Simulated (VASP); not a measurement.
All values below come from PBE GGA, VASP's PBE PAW potentials (set 64) (plane waves; VASP 6.6.1).

The input files of a VASP run:

**KPOINTS**
```
Automatic mesh
0
Gamma
8 8 6
```

### POSCAR
```
ZnO
1
    1.6430867191    -2.8459101310     0.0000000000
    1.6430867191     2.8459101310     0.0000000000
    0.0000000000     0.0000000000     5.3069657185
Zn O
2 2
Direct
  0.6666670000   0.3333330000   0.5014449355
  0.3333330000   0.6666670000   0.0014449355
  0.6666670000   0.3333330000   0.8805550645
  0.3333330000   0.6666670000   0.3805550645
```

**INCAR**
```
SYSTEM = ZnO
PREC = Accurate; ENCUT = 600; LREAL = .FALSE.
LASPH = .TRUE.
EDIFF = 1E-7; NELM = 100; ALGO = Normal
LMAXMIX = 4
ISMEAR = 0; SIGMA = 0.05
GGA = PE
ISIF = 2
LWAVE = .FALSE.; LCHARG = .FALSE.
```

POTCAR, in this order: Zn O (PBE.64 set). Program: vasp_std.

What VASP printed:

### OSZICAR
```
       N       E                     dE             d eps       ncg     rms          rms(c)
DAV:   1     0.304827904213E+03    0.30483E+03   -0.20615E+04  1768   0.260E+03
DAV:   2     0.114205786857E+02   -0.29341E+03   -0.28161E+03  1928   0.465E+02
DAV:   3    -0.204425090991E+02   -0.31863E+02   -0.31621E+02  2018   0.161E+02
DAV:   4    -0.211044007002E+02   -0.66189E+00   -0.66125E+00  2000   0.242E+01
DAV:   5    -0.211093950480E+02   -0.49943E-02   -0.49941E-02  2012   0.205E+00    0.143E+01
DAV:   6    -0.177406449406E+02    0.33688E+01   -0.12161E+01  3078   0.744E+01    0.865E+00
DAV:   7    -0.179010313658E+02   -0.16039E+00   -0.26391E+00  1938   0.198E+01    0.519E+00
DAV:   8    -0.179267637385E+02   -0.25732E-01   -0.84511E-01  2644   0.919E+00    0.181E+00
DAV:   9    -0.178617892230E+02    0.64975E-01   -0.19076E-01  2760   0.795E+00    0.343E-01
DAV:  10    -0.178655691678E+02   -0.37799E-02   -0.57634E-02  1802   0.175E+00    0.151E-01
DAV:  11    -0.178655432933E+02    0.25875E-04   -0.15839E-03  2510   0.543E-01    0.368E-02
DAV:  12    -0.178656002580E+02   -0.56965E-04   -0.16641E-04  2538   0.257E-01    0.352E-02
DAV:  13    -0.178655942536E+02    0.60043E-05   -0.42739E-05  2268   0.134E-01    0.124E-02
DAV:  14    -0.178655948792E+02   -0.62555E-06   -0.15735E-05  1972   0.437E-02    0.490E-03
DAV:  15    -0.178655943272E+02    0.55200E-06   -0.20363E-06  2314   0.151E-02    0.162E-03
DAV:  16    -0.178655942651E+02    0.62038E-07   -0.21564E-07  1416   0.469E-03
   1 F= -.17865594E+02 E0= -.17865594E+02  d E =-.278189E-16
```

OUTCAR:
```
------------------------ aborting loop because EDIFF is reached ----------------------------------------
  FORCE on cell =-STRESS in cart. coord.  units (eV):
  Direction    XX          YY          ZZ          XY          YZ          ZX
  --------------------------------------------------------------------------------------
  Total       -0.0174989     -0.0174989     -0.0579545      0.0000000      0.0000000      0.0000000
  in kB       -0.5648882     -0.5648884     -1.8708547      0.0000000      0.0000000      0.0000000
  external PRESSURE =      -1.0002104 kB  Pullay stress =       0.0000000 kB
  volume of cell :       49.63
      direct lattice vectors                 reciprocal lattice vectors
     1.643086719 -2.845910131  0.000000000     0.304305302 -0.175690720  0.000000000
     1.643086719  2.845910131  0.000000000     0.304305302  0.175690720  0.000000000
     0.000000000  0.000000000  5.306965718     0.000000000  0.000000000  0.188431592
  FREE ENERGIE OF THE ION-ELECTRON SYSTEM (eV)
  ---------------------------------------------------
  free  energy   TOTEN  =       -17.8655942651 eV

  energy  without entropy=      -17.8655942651  energy(sigma->0) =      -17.86559427
```
(Selected blocks of OUTCAR.)

The compound is ZnO in the wurtzite structure. It was relaxed first.
